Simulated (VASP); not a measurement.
# A VASP study of SiC (Moissanite 3C) (PBE): structure first, properties next, part 5 of 6

Aim: relax SiC (Moissanite 3C) with PBE, compute its properties on that cell and hold them against experiment. The start is a cell from a database of measured crystal structures.

VASP 6.6.1, plane waves and PAW; the level of theory is named at each step.

So far. Step 14 (Volume scan with PBE, volume scale 1.06): The pressure falls from -7.71 to -11.03 GPa. The parabola predicted -10.96 GPa, +0.07 GPa off. Step 16 (Fit for PBE): The fitted volume lies +0.02 % from the relaxed one. The relaxed cell has a = 4.379 Å (conventional setting).

## (17) Independent-particle dielectric function (PBE)

This step: PBE; plane waves and PAW (Si, C) (VASP 6.6.1).

LOPTICS sums transitions from filled to empty bands. The mesh is finer than in the run before. NBANDS is raised for it.

Input file INCAR:

```
SYSTEM = SiC
PREC = Accurate
ENCUT = 520
EDIFF = 1E-06
NELM = 100
ISMEAR = 0
SIGMA = 0.05
LREAL = .FALSE.
ALGO = Normal
GGA = PE
NBANDS = 20
LORBIT = 11
LWAVE = .FALSE.
LCHARG = .FALSE.
KPAR = 2
LOPTICS = .TRUE.
NEDOS = 1500
CSHIFT = 0.1
```

Input file POSCAR:

```
SiC
1.0
    0.0000000000      2.1897073425      2.1897073425
    2.1897073425      0.0000000000      2.1897073425
    2.1897073425      2.1897073425      0.0000000000
Si C
1 1
Direct
    0.0000000000      0.0000000000      0.0000000000
    0.2500000000      0.2500000000      0.2500000000
```

Input file KPOINTS:

```
Automatic mesh
0
Gamma
13 13 13
0 0 0
```

Potentials, in the order of the species: Si and C (PBE family, release 64).

Run with:

```
mpirun -np 2 vasp_std
```

The program printed:

```text
[... set-up lines as in an earlier step ...]
 entering main loop
       N       E                     dE             d eps       ncg     rms          rms(c)
DAV:   1     0.643974416121E+01    0.64397E+01   -0.35296E+03  3496   0.337E+02
DAV:   2    -0.163545597141E+02   -0.22794E+02   -0.21968E+02  4388   0.870E+01
DAV:   3    -0.168740749965E+02   -0.51952E+00   -0.51682E+00  4108   0.947E+00
DAV:   4    -0.168752311159E+02   -0.11561E-02   -0.11561E-02  3768   0.546E-01
DAV:   5    -0.168752335544E+02   -0.24384E-05   -0.24384E-05  4056   0.241E-02    0.866E+00
DAV:   6    -0.151124652150E+02    0.17628E+01   -0.48170E+00  3528   0.621E+00    0.353E+00
DAV:   7    -0.150682276919E+02    0.44238E-01   -0.32189E-01  4068   0.208E+00    0.189E+00
DAV:   8    -0.150611316366E+02    0.70961E-02   -0.17273E-02  3740   0.554E-01    0.206E-01
DAV:   9    -0.150608606800E+02    0.27096E-03   -0.14562E-03  3732   0.129E-01    0.986E-02
DAV:  10    -0.150609699604E+02   -0.10928E-03   -0.14480E-04  3616   0.496E-02    0.269E-02
DAV:  11    -0.150609738580E+02   -0.38976E-05   -0.66889E-06  4040   0.102E-02    0.846E-03
DAV:  12    -0.150609743888E+02   -0.53081E-06   -0.47840E-07  2600   0.265E-03
   1 F= -.15060974E+02 E0= -.15060974E+02  d E =-.740091E-11
 optical routines
 imaginary and real dielectric function
 recalculating local potential from charge density
 direction            1
 direction            2
 direction            3
```

It took 16 s on 2 MPI ranks of AMD EPYC 7R43, shared host; peak memory 0.27 GiB; 31 s of CPU time.

OUTCAR, selected parts (step 17):

```text
   k-points           NKPTS =     84   k-points in BZ     NKDIM =     84   number of bands    NBANDS=     20

   NELECT =       8.0000    total number of electrons

 E-fermi :   8.1393

 k-point     1 :       0.0000    0.0000    0.0000
  band No.  band energies     occupation
      1      -7.3456      2.00000
      2       7.9426      2.00000
      3       7.9426      2.00000
      4       7.9426      2.00000
      5      14.0043      0.00000
      6      15.1487      0.00000
      7      15.1487      0.00000
      8      15.1487      0.00000
      9      22.3637      0.00000
    ...

  Total       -0.0006501     -0.0006501     -0.0006501      0.0000000     -0.0000000     -0.0000000
  in kB       -0.0496012     -0.0496012     -0.0496012      0.0000000     -0.0000000     -0.0000000
  external PRESSURE =      -0.0496012 kB  Pullay stress =       0.0000000 kB

  FREE ENERGIE OF THE ION-ELECTRON SYSTEM (eV)
  ---------------------------------------------------
  free  energy   TOTEN  =       -15.0609743888 eV

  energy  without entropy=      -15.0609743888  energy(sigma->0) =      -15.06097439

 plasma frequency squared (from intraband transitions) (eV^2)
  --------------------------------------------------------------------------------------
       0.000       0.000       0.000
       0.000       0.000       0.000
       0.000       0.000       0.000

[... 9 parts as in an earlier step ...]

[... 8 further parts left out ...]
```

These are independent-particle spectra without excitons or local fields, and fine structure depends on the mesh and on CSHIFT.

This step gave:

```yaml
bands: 20
irreducible_k_points: 84
free_energy_toten: -15.06 eV
fermi_energy: 8.139 eV
pressure: -0.004960 GPa
conduction_bottom_at_k: 0.4615, 0.4615, 0
least_direct_gap_at_k: 0.4615, 0.4615, 0
gap_on_the_k_mesh: 1.439 eV
least_direct_gap_on_the_k_mesh: 4.564 eV
```

The imaginary dielectric function, xx has structure finer than the step of the table below, so its rows give means over 1 eV, whole bins alone (the curve runs from 0 to 25.0 eV). Peaks (eV: height): 6.7: 27.1, 8.2: 19.1.

The imaginary dielectric function, xx by photon energy; means over each step:

| photon energy (eV) | imaginary dielectric function, xx |
| --- | --- |
| 1 | 0.0257 |
| 2 | 0.0601 |
| 3 | 0.124 |
| 4 | 0.412 |
| 5 | 3.64 |
| 6 | 11.7 |
| 7 | 18.1 |
| 8 | 13.3 |
| 9 | 8.79 |
| 10 | 5.76 |
| 11 | 3.65 |
| 12 | 2.31 |
| 13 | 2.05 |
| 14 | 1.40 |
| 15 | 1.13 |
| 16 | 0.820 |
| 17 | 0.533 |
| 18 | 0.454 |
| 19 | 0.343 |
| 20 | 0.262 |
| 21 | 0.206 |
| 22 | 0.234 |
| 23 | 0.222 |
| 24 | 0.197 |

Table of real dielectric function, xx by photon energy:

| photon energy (eV) | real dielectric function, xx |
| --- | --- |
| 0 | 7.23 |
| 1 | 7.35 |
| 2 | 7.76 |
| 3 | 8.62 |
| 4 | 10.5 |
| 5 | 13.0 |
| 6 | 16.9 |
| 7 | -3.62 |
| 8 | 3.75 |
| 9 | -3.37 |
| 10 | -3.33 |
| 11 | -4.41 |
| 12 | -2.45 |
| 13 | -2.35 |
| 14 | -2.08 |
| 15 | -1.62 |
| 16 | -1.24 |
| 17 | -0.810 |
| 18 | -0.778 |
| 19 | -0.483 |
| 20 | -0.303 |
| 21 | -0.125 |
| 22 | 0.0900 |
| 23 | 0.0956 |
| 24 | 0.185 |

Its static limit, 7.23, stands beside 7.07 from the response with local fields; local fields, the finite band count and the meshes make the difference. The mean of ε2 over directions passes 5 % of its top at 4.54 eV, against a least direct gap of 4.56 eV on this mesh, so absorption sets in close to the direct gap. The indirect gap (1.37 eV in the band run) doesn't show, since phonons are left out.

## (18) Starting orbitals for the hybrid

A hybrid converges badly from random orbitals, so a cheap semilocal run writes a WAVECAR on the same mesh first.

Input file INCAR:

```
SYSTEM = SiC
PREC = Accurate
ENCUT = 520
EDIFF = 1E-05
NELM = 100
ISMEAR = 0
SIGMA = 0.05
LREAL = .FALSE.
ALGO = Normal
GGA = PE
NBANDS = 10
LORBIT = 11
LWAVE = .TRUE.
LCHARG = .FALSE.
KPAR = 2
```

POSCAR is that of step 17.

Input file KPOINTS:

```
Automatic mesh
0
Gamma
5 5 5
0 0 0
```

Run with:

```
mpirun -np 2 vasp_std
```

The program printed:

```text
[... set-up lines as in an earlier step ...]
 entering main loop
       N       E                     dE             d eps       ncg     rms          rms(c)
DAV:   1     0.373874636793E+01    0.37387E+01   -0.40127E+03   216   0.680E+02
DAV:   2    -0.162262496564E+02   -0.19965E+02   -0.19503E+02   286   0.113E+02
DAV:   3    -0.168597093997E+02   -0.63346E+00   -0.62986E+00   230   0.160E+01
DAV:   4    -0.168631224641E+02   -0.34131E-02   -0.34129E-02   218   0.137E+00
DAV:   5    -0.168631370189E+02   -0.14555E-04   -0.14555E-04   246   0.891E-02    0.868E+00
DAV:   6    -0.150827149971E+02    0.17804E+01   -0.67513E+00   208   0.125E+01    0.383E+00
DAV:   7    -0.150331681298E+02    0.49547E-01   -0.36370E-01   232   0.372E+00    0.176E+00
DAV:   8    -0.150255999823E+02    0.75681E-02   -0.20395E-02   204   0.104E+00    0.163E-01
DAV:   9    -0.150257845111E+02   -0.18453E-03   -0.13631E-03   238   0.229E-01    0.113E-01
DAV:  10    -0.150259025630E+02   -0.11805E-03   -0.22964E-04   218   0.998E-02    0.232E-02
DAV:  11    -0.150259040871E+02   -0.15241E-05   -0.39675E-05   206   0.342E-02
   1 F= -.15025904E+02 E0= -.15025904E+02  d E =-.546536E-13
 writing wavefunctions
```

It took 2.2 s on 2 MPI ranks; peak memory 0.19 GiB; 3.2 s of CPU time.

Parts of OUTCAR (step 18):

```text
   k-points           NKPTS =     10   k-points in BZ     NKDIM =     10   number of bands    NBANDS=     10

   NELECT =       8.0000    total number of electrons

 E-fermi :   8.2038

 k-point     1 :       0.0000    0.0000    0.0000
  band No.  band energies     occupation
      1      -7.3344      2.00000
      2       7.9628      2.00000
      3       7.9628      2.00000
      4       7.9628      2.00000
      5      14.0212      0.00000
      6      15.1515      0.00000
      7      15.1515      0.00000
      8      15.1515      0.00000
      9      22.3667      0.00000
    ...

  Total        0.0168105      0.0168105      0.0168105      0.0000000      0.0000000     -0.0000000
  in kB        1.2826342      1.2826342      1.2826342      0.0000000      0.0000000     -0.0000000
  external PRESSURE =       1.2826342 kB  Pullay stress =       0.0000000 kB

  FREE ENERGIE OF THE ION-ELECTRON SYSTEM (eV)
  ---------------------------------------------------
  free  energy   TOTEN  =       -15.0259040871 eV

  energy  without entropy=      -15.0259040871  energy(sigma->0) =      -15.02590409

[... 7 parts as in an earlier step ...]

[... 10 further parts left out ...]
```

A gap read on the k-mesh alone can miss the band edges.

Numbers from this step:

```
SCF cycles                     : 11
bands                          : 10
irreducible k-points           : 10
free energy (TOTEN)            : -15.03 eV
Fermi energy                   : 8.204 eV
pressure                       : 0.1283 GPa
conduction bottom at k         : 0.4, 0.4, 0
least direct gap at k          : 0.4, 0.4, 0
gap on the k-mesh              : 1.815 eV
least direct gap on the k-mesh : 4.768 eV
```

## (19) Bands along the symmetry lines (HSE06)

This step: HSE06; plane waves and PAW (Si, C) (VASP 6.6.1).

HSE06 mixes in a quarter of exact exchange at short range, at far higher cost; in semiconductors this cures much of the gap error, while metals seldom gain.

Input file INCAR:

```
SYSTEM = SiC
PREC = Accurate
ENCUT = 520
EDIFF = 1E-06
NELM = 100
ISMEAR = 0
SIGMA = 0.05
LREAL = .FALSE.
ALGO = Normal
LHFCALC = .TRUE.
AEXX = 0.25
GGA = PE
HFSCREEN = 0.2
LASPH = .TRUE.
NBANDS = 10
PRECFOCK = Fast
LORBIT = 11
LWAVE = .FALSE.
LCHARG = .FALSE.
KPAR = 2
```

POSCAR is that of step 18.

KPOINTS is that of step 18.

Input file KPOINTS_OPT:

```
Line mode
6
Line-mode
Reciprocal
  0.00000000   0.00000000   0.00000000 GAMMA
  0.50000000   0.00000000   0.50000000 X

  0.50000000   0.00000000   0.50000000 X
  0.50000000   0.25000000   0.75000000 W

  0.50000000   0.25000000   0.75000000 W
  0.37500000   0.37500000   0.75000000 K

  0.37500000   0.37500000   0.75000000 K
  0.00000000   0.00000000   0.00000000 GAMMA

  0.00000000   0.00000000   0.00000000 GAMMA
  0.50000000   0.50000000   0.50000000 L

  0.50000000   0.50000000   0.50000000 L
  0.62500000   0.25000000   0.62500000 U

  0.62500000   0.25000000   0.62500000 U
  0.50000000   0.25000000   0.75000000 W

  0.50000000   0.25000000   0.75000000 W
  0.50000000   0.50000000   0.50000000 L

  0.50000000   0.50000000   0.50000000 L
  0.37500000   0.37500000   0.75000000 K

  0.62500000   0.25000000   0.62500000 U
  0.50000000   0.00000000   0.50000000 X
```

The WAVECAR or CHGCAR of an earlier step is read.

Run with:

```
mpirun -np 2 vasp_std
```

The program printed:

```text
[banner, memory and clock lines left out]
running    2 mpi-ranks, on    1 nodes
 distrk:  each k-point on    1 cores,    2 groups
 distr:  one band on    1 cores,    1 groups

 POSCAR found type information on POSCAR SiC
 POSCAR found :  2 types and       2 ions
 LDA part: xc-table for (Slater+PW92), standard interpolation
 found WAVECAR, reading the header
 POSCAR, INCAR and KPOINTS ok, starting setup
 FFT: planning ... GRIDC
 FFT: planning ... GRID_SOFT
 FFT: planning ... GRID
 reading WAVECAR
 the WAVECAR file was read successfully
 initial charge from wavefunction
 entering main loop
       N       E                     dE             d eps       ncg     rms          rms(c)
DAV:   1    -0.174240379294E+02   -0.17424E+02   -0.35289E-01   200   0.401E+00    0.286E+00
DAV:   2    -0.174253550120E+02   -0.13171E-02   -0.37182E-03   222   0.497E-01    0.182E+00
DAV:   3    -0.174248026139E+02    0.55240E-03   -0.25513E-04   210   0.115E-01    0.107E+00
DAV:   4    -0.174246154035E+02    0.18721E-03   -0.86175E-05   208   0.616E-02    0.608E-01
DAV:   5    -0.174245554733E+02    0.59930E-04   -0.26224E-05   206   0.357E-02    0.345E-01
DAV:   6    -0.174245365558E+02    0.18918E-04   -0.75122E-06   208   0.204E-02    0.197E-01
DAV:   7    -0.174245302030E+02    0.63528E-05   -0.23425E-06   200   0.117E-02    0.112E-01
DAV:   8    -0.174245283207E+02    0.18824E-05   -0.66496E-07   106   0.652E-03    0.646E-02
DAV:   9    -0.174245278541E+02    0.46659E-06   -0.24441E-07   106   0.424E-03
   1 F= -.17424528E+02 E0= -.17424528E+02  d E =-.389517E-12
 Start KPOINTS_OPT (optional k-point list driver)
k-point batch [1-10\60]
       N       E                     dE             ncg
DAV:   1     0.311977422672E+03   -0.24227E+04      216
DAV:   2     0.105739190411E+03   -0.20624E+03      262
DAV:   4     0.959168816719E+02   -0.83196E-01      246
DAV:   5     0.959164961879E+02   -0.38548E-03      248
DAV:   6     0.959164948066E+02   -0.13814E-05      266
DAV:   7     0.959164947993E+02   -0.72882E-08      226
[...]
k-point batch [51-60\60]
       N       E                     dE             ncg
DAV:   1     0.232082349744E+03   -0.35782E+04      208
DAV:   2     0.434879051933E+02   -0.18859E+03      258
DAV:   3     0.355410933503E+02   -0.79468E+01      230
DAV:   4     0.354658097418E+02   -0.75284E-01      266
DAV:   5     0.354655742631E+02   -0.23548E-03      248
DAV:   6     0.354655735624E+02   -0.70079E-06      244
```

It took 2.6 min on 2 MPI ranks; peak memory 0.42 GiB.

From OUTCAR (step 19):

```text
   k-points           NKPTS =     10   k-points in BZ     NKDIM =    125   number of bands    NBANDS=     10

   NELECT =       8.0000    total number of electrons

  exchange ACFDT corr.  =         0.00000000  see jH, gK, PRB 81, 115126

 E-fermi :   7.5600

 k-point     1 :       0.0000    0.0000    0.0000
  band No.  band energies     occupation
      1      -9.5399      2.00000
      2       7.3294      2.00000
      3       7.3294      2.00000
      4       7.3294      2.00000
      5      14.7117      0.00000
      6      15.8231      0.00000
      7      15.8231      0.00000
      8      15.8231      0.00000
      9      23.3326      0.00000
    ...

 POSITION                                       TOTAL-FORCE (eV/Angst)
 -----------------------------------------------------------------------------------
      0.00000      0.00000      0.00000        -0.000000     -0.000000     -0.000000
      1.09485      1.09485      1.09485         0.000000      0.000000      0.000000
 -----------------------------------------------------------------------------------
    total drift:                                0.000002     -0.000000      0.000001

  FREE ENERGIE OF THE ION-ELECTRON SYSTEM (eV)
  ---------------------------------------------------
  free  energy   TOTEN  =       -17.4245278541 eV

  energy  without entropy=      -17.4245278541  energy(sigma->0) =      -17.42452785

[... 7 parts as in an earlier step ...]

[... 9 further parts left out ...]
```

The k-mesh is coarse for exact exchange; levels may shift by about 0.1 eV on a finer one. The PAW data sets were made with PBE, which is usual practice but a small mismatch for other functionals.

Numbers from this step:

```yaml
scf_cycles: 9
free_energy_toten: -17.42 eV
fermi_energy: 7.56 eV
least_gap_on_mesh_and_path: 2.262 eV
least_direct_gap_on_mesh_and_path: 5.734 eV
conduction_bottom_at_k: 0.5, 0, 0.5
least_direct_gap_at_k: 0.5, 0, 0.5
```

Electronic bands along the path, in eV, zero at the valence-band top; v1 is the highest filled band, c1 the lowest empty one:

| point | v3 | v2 | v1 | c1 | c2 | c3 | c4 |
| --- | --- | --- | --- | --- | --- | --- | --- |
| Γ | 0.00 | 0.00 | 0.00 | 7.38 | 8.49 | 8.49 | 8.49 |
| 0.60 of the way | -4.79 | -2.57 | -2.57 | 4.16 | 6.70 | 13.06 | 13.06 |
| X | -8.50 | -3.47 | -3.47 | 2.26 | 5.33 | 15.78 | 15.78 |
| 0.60 of the way | -8.04 | -4.68 | -4.55 | 4.62 | 7.78 | 12.78 | 14.24 |
| W | -7.66 | -5.38 | -5.00 | 6.33 | 10.80 | 10.89 | 10.99 |
| 0.40 of the way | -7.77 | -5.69 | -4.15 | 5.60 | 9.50 | 11.59 | 12.68 |
| K | -7.93 | -5.95 | -2.83 | 4.10 | 9.01 | 13.41 | 14.05 |
| 0.60 of the way | -3.74 | -2.20 | -0.30 | 8.34 | 8.64 | 9.21 | 10.23 |
| Γ | 0.00 | 0.00 | 0.00 | 7.38 | 8.49 | 8.49 | 8.49 |
| 0.40 of the way | -3.40 | -0.48 | -0.48 | 7.33 | 9.15 | 9.15 | 10.14 |
| L | -9.27 | -1.16 | -1.16 | 6.52 | 8.43 | 8.43 | 11.49 |
| 0.60 of the way | -8.45 | -4.39 | -2.10 | 5.41 | 9.91 | 10.96 | 12.53 |
| U | -7.93 | -5.95 | -2.83 | 4.10 | 9.01 | 13.41 | 14.05 |
| 0.40 of the way | -7.85 | -5.83 | -3.52 | 4.91 | 9.20 | 12.23 | 13.52 |
| W | -7.66 | -5.38 | -5.00 | 6.33 | 10.80 | 10.89 | 10.99 |
| 0.40 of the way | -8.21 | -4.71 | -2.96 | 6.25 | 8.84 | 12.03 | 12.56 |
| L | -9.27 | -1.16 | -1.16 | 6.52 | 8.43 | 8.43 | 11.49 |
| 0.40 of the way | -8.89 | -2.93 | -1.66 | 6.31 | 8.70 | 9.67 | 12.65 |
| K | -7.93 | -5.95 | -2.83 | 4.10 | 9.01 | 13.41 | 14.05 |
| jump to U | -7.93 | -5.95 | -2.83 | 4.10 | 9.01 | 13.41 | 14.05 |
| 0.40 of the way | -8.26 | -4.88 | -3.23 | 3.25 | 6.81 | 14.74 | 15.06 |
| X | -8.50 | -3.47 | -3.47 | 2.26 | 5.33 | 15.78 | 15.78 |

Of the projections kept (Si, C), the largest for each band there; the rest of the weight can lie on other orbitals:

| point | v3 | v2 | v1 | c1 | c2 | c3 | c4 |
| --- | --- | --- | --- | --- | --- | --- | --- |
| Γ | C 0.88 | C 0.88 | C 0.88 | C 0.78 | Si 0.98 | Si 0.98 | Si 0.98 |
| X | Si 0.66 | C 0.58 | C 0.58 | Si 0.53 | Si 0.90 | C 0.59 | C 0.59 |
| W | Si 0.69 | C 0.61 | Si 0.52 | C 0.97 | Si 0.69 | C 0.52 | Si 0.73 |
| K | Si 0.67 | C 0.52 | C 0.61 | Si 0.56 | C 0.52 | C 0.51 | C 0.62 |
| Γ | C 0.88 | C 0.88 | C 0.88 | C 0.78 | Si 0.98 | Si 0.98 | Si 0.98 |
| L | Si 0.61 | C 0.72 | C 0.72 | Si 0.59 | Si 0.91 | Si 0.91 | C 0.94 |

The electronic bands as a text plot (rows in eV, shown from -8.0 to 8.3 only):

```
    7.9 | ++        +           +  ++      +         +++ +    +
    7.2 |+                  ++   ++  +
    6.6 |    ++    +                  +++++++     +++++++++
    5.9 |   +  ++ +  +++                         +             +
    5.2 |        +        ++                 +  +          +    +
    4.5 |           +   +                     +             +
    3.9 |    ++          +                     +             ++
    3.2 |          +
    2.5 |      ++++                                            ++
    1.8 |
    1.1 |
    0.5 |
   -0.2 |***                  ********
   -0.9 | **                **  *  ** *****             *
   -1.6 |   *                   *          **          * **
   -2.2 |    **           **  **             **      **    **
   -2.9 |   *  **       **                  *  *    *     *  **
   -3.6 |        **           **     *          *    **        **
   -4.3 |          **  *    **               *     *       *   *
   -5.0 |    **     ***                          ** *
   -5.6 |             ********        **      ******        ***
   -6.3 |
   -7.0 |      **
   -7.7 |            *******                  ******        **
         Γ       X    W  K        Γ      L     U  W     L   K|U X
```

The gap moves by +0.89 eV against PBE, which ran on another mesh.

[end of part 5 of 6]

[Lines on the potential files, build, host, timing and source positions are cut from VASP's logs without a mark.]

[Logs are printed without paths, hosts, clocks, repeated set-up lines and the standing remarks that a program may print on its own settings, such as how far it seeks lower states.]

[Hosts, paths, dates, database ids (printed as entryN), source tags and the programs' standing remarks are cut or masked in the printed files.]

[A measured line is paired with the nearest computed mode of its activity, which favours agreement.]
